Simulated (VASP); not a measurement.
Consider the following.

```xyz
12
Lattice="5.2147 0.0000 0.0000 0.0000 3.1499 0.0000 0.0000 0.0000 6.2333" Properties=species:S:1:pos:R:3 pbc="T T T"
Ti     3.9000     0.7875     3.7708
Ti     1.2927     0.7875     5.5792
Ti     1.3147     2.3624     2.4625
Ti     3.9220     2.3624     0.6541
O      3.3217     0.7875     5.7276
O      0.7144     0.7875     3.6223
O      1.8929     2.3624     0.5057
O      4.5002     2.3624     2.6110
O      2.6878     0.7875     2.1577
O      0.0805     0.7875     0.9589
O      2.5268     2.3624     4.0756
O      5.1342     2.3624     5.2744
```

Method: r2SCAN meta-GGA, VASP's PBE PAW potentials (set 64) (plane waves; VASP 6.6.1). Run with 520 eV cut-off, 5×8×4 Γ-centred mesh, tetrahedra with Blöchl corrections, potentials Ti_sv O.

The cores are frozen, which limits the accuracy of field gradients.

Q: Give the principal components of the electric field gradient (V/Å²) and the asymmetry η at each nucleus.

A: 
| atom | Vxx | Vyy | Vzz | η |
|---|---|---|---|---|
| Ti1 | 20.3 | 10.0 | -30.3 | 0.34 |
| Ti2 | 20.3 | 10.0 | -30.3 | 0.34 |
| Ti3 | 20.3 | 10.0 | -30.3 | 0.34 |
| Ti4 | 20.3 | 10.0 | -30.3 | 0.34 |
| O5 | -16.1 | -8.1 | 24.2 | 0.33 |
| O6 | -16.1 | -8.1 | 24.2 | 0.33 |
| O7 | -16.1 | -8.1 | 24.2 | 0.33 |
| O8 | -16.1 | -8.1 | 24.2 | 0.33 |
| O9 | 13.3 | 3.6 | -16.9 | 0.57 |
| O10 | 13.3 | 3.6 | -16.9 | 0.57 |
| O11 | 13.3 | 3.6 | -16.9 | 0.57 |
| O12 | 13.3 | 3.6 | -16.9 | 0.57 |

The structure was generated: TiO2 was put into the cotunnite type (Pnma), which need not be its known phase. It was relaxed first.
